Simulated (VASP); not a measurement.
Runs of VASP 6.6.1 on BeRhS3. The structure is cubic, space group Pm-3m (No. 221). The conventional cell has a = 4.347 Å, b = 4.347 Å, c = 4.347 Å, α = 90.00°, β = 90.00°, γ = 90.00°. Around Be (site symmetry m-3m) lie 12 S at 3.07 Å. Rh (site symmetry m-3m) has 6 S at 2.17 Å as nearest neighbours. Around S (site symmetry 4/mmm) lie 2 Rh at 2.17 Å. The cell was built by a generator and needn't be a form met in nature.

```csv
task,level,potentials or basis,cell,cutoff (eV),smearing,pressure (GPa)
relaxation of cell and atoms,PBE,"VASP PAW PBE potentials, release 64 (Be, Rh_pv, S)",relaxed,600,gaussian 0.05 eV,0.0
relaxation of the atoms,PBEsol,"VASP PAW PBE potentials, release 64 (Be, Rh_pv, S)",atoms relaxed,520,gaussian 0.05 eV,18.3
single point,PBE,"VASP PAW PBE potentials, release 64 (Be, Rh_pv, S)",as given,520,fermi-dirac 0.05 eV,22.7
density of states,r2SCAN+D3(BJ),"VASP PAW PBE potentials, release 54 (Be, Rh, S)",as given,500,tetrahedron,(a)
```

Alike in all rows: no spin polarisation; k mesh 6 × 6 × 6.

Problem. Fill in the values left out.

Solution. (a) 21.3.

Caveats: the bands computed are all filled at some k points, so no gap is given (some runs); so large a pressure means that the cell lies far from this level's equilibrium, or that cutoff or potentials fall short (some runs); the relaxation stopped at its first step, so nothing moved (some runs); the PAW data sets were made with another functional, which shifts forces and pressure a little (some runs); the potentials were made for another functional, which shifts forces and pressure (some runs).

The runs don't all hold the same shells in valence.
